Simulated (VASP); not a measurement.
A run of VASP 6.6.1:

File INCAR:

```
SYSTEM = LaC2
  ALGO = Normal
  BPARAM = 11.95
  CPARAM = 0.0093
  EDIFF = 1E-7
  EDIFFG = -0.002
  ENCUT = 520
  IBRION = 2
  ISIF = 4
  ISMEAR = 0
  IVDW_NL = 2
  LASPH = .True.
  LCHARG = .False.
  LMIXTAU = .True.
  LREAL = .False.
  LUSE_VDW = .True.
  LWAVE = .False.
  METAGGA = R2SCAN
  NELM = 80
  NSW = 80
  PREC = Accurate
  SIGMA = 0.1
```

Contents of KPOINTS:

```
k-points
0
Gamma
  16 16 16
  0 0 0
```

Contents of POSCAR:

```
LaC2                                    
1.0
   -1.9067251454      1.9067251454      3.1800727211
    1.9067251454     -1.9067251454      3.1800727211
    1.9067251454      1.9067251454     -3.1800727211
  La              C             
     1     2
Direct
     0.0000000000000000    0.0000000000000000    0.0000000000000000
     0.4016944281794181    0.4016944281794181    0.0000000000000000
     0.5983055718205819    0.5983055718205819    0.0000000000000000
```

Potentials or basis: VASP PAW PBE potentials, release 64 (La, C).

Command:

```bash
$ cat potpaw_PBE.64/La/POTCAR potpaw_PBE.64/C/POTCAR > POTCAR
$ mpirun -np 1 vasp_std > vasp.out
```

Hardware: 1 thread of Intel(R) Xeon(R) Platinum 8375C CPU @ 2.90GHz (Ice Lake), on a shared host.

Estimate the wall time of this run.

Run time: 70 min on 1 thread of Intel(R) Xeon(R) Platinum 8375C CPU @ 2.90GHz (Ice Lake), on a shared host, peak memory 0.57 GiB. Counts: scf iterations 136, k points 349, ion steps 9.
